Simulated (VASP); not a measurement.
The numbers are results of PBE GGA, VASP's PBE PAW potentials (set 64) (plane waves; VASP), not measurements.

VASP ran on this input.

### KPOINTS
```
Regular mesh
0
gamma
7 7 7
0 0 0
```

**INCAR**
```
SYSTEM = Ge
PREC = Normal
ENCUT = 400
EDIFF = 1E-6
NELM = 100
ALGO = Normal
LREAL = .FALSE.
LASPH = .TRUE.
ISMEAR = 0
SIGMA = 0.05
GGA = PE
LMAXMIX = 4
LWAVE = .FALSE.
LCHARG = .FALSE.
ISIF = 2
```

**POSCAR**
```
Ge
5.7323140
  0.0000000000   0.5000000000   0.4788354232
  0.4791501303   0.0000000000   0.4788354232
  0.4791501303   0.5000000000   0.0000000000
Ge
2
Direct
  0.0000000000   0.0000000000   0.0000000000
  0.2434590000   0.2565410000   0.2565410000
```

POTCAR, in this order: Ge_d (PBE.64 set). Program: vasp_std.

Task: What will the output report for the number of irreducible k-points (NKPTS), number of bands (NBANDS), largest plane-wave count, number of space-group operations, FFT grid (NGX, NGY, NGZ)?

Result: 
```json
{
  "number of irreducible k-points (NKPTS)": "100",
  "number of bands (NBANDS)": "18",
  "largest_plane_wave_count": "801",
  "number_of_space_group_operations": "4",
  "FFT grid (NGX, NGY, NGZ)": "20 × 20 × 20"
}
```

The compound is Ge in the diamond structure. The cell was not relaxed at this level, atoms are displaced from their ideal sites. The run is one of a series of settings (PREC = Normal against the base run), some of them coarse on purpose.
